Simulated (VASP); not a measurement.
Crystal: Ir.

```xyz
1
Lattice="0.0000 1.9270 1.9270 1.9270 0.0000 1.9270 1.9270 1.9270 0.0000" Properties=species:S:1:pos:R:3 pbc="T T T"
Ir    0.0000    0.0000    0.0000
```

| Item | Value |
| --- | --- |
| Program | VASP 6.6.1 |
| Task | relaxation of cell and atoms |
| Functional | LDA |
| Potentials or basis | VASP PAW LDA potentials, release 64 (Ir) |
| Cutoff | 600 eV |
| k mesh | 18 × 18 × 18 |
| Occupations | gaussian, width 0.1 eV |
| Spin | no spin polarisation |

At the start: pressure -10.2 GPa; volume 14.31 Å³/atom.

Question: Where does the relaxation end?

Answer: Over 7 steps the energy falls by 12.5 meV/atom and the volume is 13.93 Å³/atom (-2.7 %); space group Fm-3m (No. 225, to 0.05 Å).

The path:
| step | energy change (eV) | largest force (eV/Å) | pressure (GPa) | volume (Å³) |
| --- | --- | --- | --- | --- |
| 1 | 0.0000 | 0.0000 | -10.21 | 14.31 |
| 2 | 0.2159 | 0.0000 | 57.18 | 12.50 |
| 3 | -0.0125 | 0.0000 | -0.54 | 13.95 |
| 4 | -0.0125 | 0.0000 | -0.10 | 13.93 |
| 5 | -0.0125 | 0.0000 | 0.13 | 13.92 |
| 6 | -0.0125 | 0.0000 | -0.40 | 13.94 |
| 7 | -0.0125 | 0.0000 | -0.01 | 13.93 |

Final structure:
```
CELL_PARAMETERS angstrom
0.00000 1.90965 1.90965
1.90965 0.00000 1.90965
1.90965 1.90965 0.00000
ATOMIC_POSITIONS crystal
Ir 0.00000 0.00000 0.00000
```
